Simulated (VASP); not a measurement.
Consider the following.

```
CELL_PARAMETERS angstrom
      2.24815    -3.89391     0.00000
      2.24815     3.89391     0.00000
      0.00000     0.00000     7.35669
ATOMIC_POSITIONS crystal
  Ag 0.66667 0.33333 0.50000
  Ag 0.33333 0.66667 0.00000
  I  0.66667 0.33333 0.87500
  I  0.33333 0.66667 0.37500
```

Calculation: AM05 GGA, VASP's PBE PAW potentials (set 64) (plane waves; VASP 6.6.1). Run with 520 eV cut-off, 6×6×3 Γ-centred mesh, Gaussian smearing of 0.050 eV, potentials Ag I.

Unless said otherwise, spin-orbit coupling is left out, though it shifts the bands of the heavy elements here.

Problem. Estimate the energy per atom (σ→0), pressure, band gap (on the k-mesh) with the smallest direct gap where there is one.

Solution. 
```json
{
 "band gap (on the k-mesh)": "1.36 eV",
 "smallest direct gap (on the k-mesh)": "1.36 eV",
 "energy per atom (σ→0)": "-2.464 eV/atom",
 "pressure": "21.8 kbar"
}
```

The absolute energy has meaning only against runs of the same code, potentials and settings.

The compound is AgI in the wurtzite structure. This cell is one point of a volume scan, at 0.94 of the reference volume.
